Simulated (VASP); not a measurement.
OSZICAR of a VASP run on Si (diamond):

### OSZICAR
```
       N       E                     dE             d eps       ncg     rms          rms(c)
DAV:   1     0.693546301097E+01    0.69355E+01   -0.32757E+03   464   0.771E+02
DAV:   2    -0.107883547932E+02   -0.17724E+02   -0.17296E+02   752   0.822E+01
DAV:   3    -0.110140784710E+02   -0.22572E+00   -0.22572E+00   576   0.117E+01
DAV:   4    -0.110149836927E+02   -0.90522E-03   -0.90522E-03   728   0.853E-01
DAV:   5    -0.110149872517E+02   -0.35590E-05   -0.35590E-05   584   0.393E-02    0.475E+00
DAV:   6    -0.108985939347E+02    0.11639E+00   -0.75896E-02   576   0.144E+00    0.290E+00
DAV:   7    -0.108447453033E+02    0.53849E-01   -0.14600E-01   584   0.213E+00    0.174E-01
DAV:   8    -0.108458592796E+02   -0.11140E-02   -0.38653E-03   520   0.469E-01    0.737E-02
DAV:   9    -0.108460613491E+02   -0.20207E-03   -0.20483E-04   656   0.112E-01    0.562E-02
DAV:  10    -0.108460871301E+02   -0.25781E-04   -0.30803E-05   544   0.416E-02    0.913E-03
DAV:  11    -0.108460868448E+02    0.28537E-06   -0.54147E-07   680   0.523E-03
   1 F= -.10846087E+02 E0= -.10846087E+02  d E =-.315087E-15
```

Task: Which electronic solver shows in the log?

Result: It is blocked Davidson (ALGO = Normal, or the opening steps of other solvers). The INCAR had ALGO = Normal.

Task: Can the final energy be trusted as converged?

Result: The run converged. It stopped with EDIFF = 1E-6, NELM = 100 (PBE GGA, plane waves, VASP's PBE PAW potentials (set 64)).

The compound is Si in the diamond structure. It was relaxed first.
